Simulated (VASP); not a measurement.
Given:

```yaml
crystal:
  lattice:
    - [0.00000, 3.19500, 3.19500]
    - [3.19500, 0.00000, 3.19500]
    - [3.19500, 3.19500, 0.00000]
  atoms:
    - { symbol: Mg, position: [0.25000, 0.25000, 0.25000] }
    - { symbol: Mg, position: [0.75000, 0.75000, 0.75000] }
    - { symbol: Ge, position: [0.00000, 0.00000, 0.00000] }
```

Computed with PBE GGA, VASP's PBE PAW potentials (set 64) (plane waves; VASP). Numerical set-up: 400 eV cut-off, KSPACING 0.4 per Å, Gaussian smearing of 0.050 eV, potentials Mg Ge_d.

What does the run give for the energy per atom (σ→0)?

energy per atom (σ→0): -2765 meV/atom

The absolute energy has meaning only against runs of the same code, potentials and settings.

The compound is Mg2Ge in the antifluorite structure. The cell was not relaxed at this level. The run is one of a series of settings (KGAMMA = .FALSE., KSPACING = 0.4, KPOINTS file removed against the base run), some of them coarse on purpose.
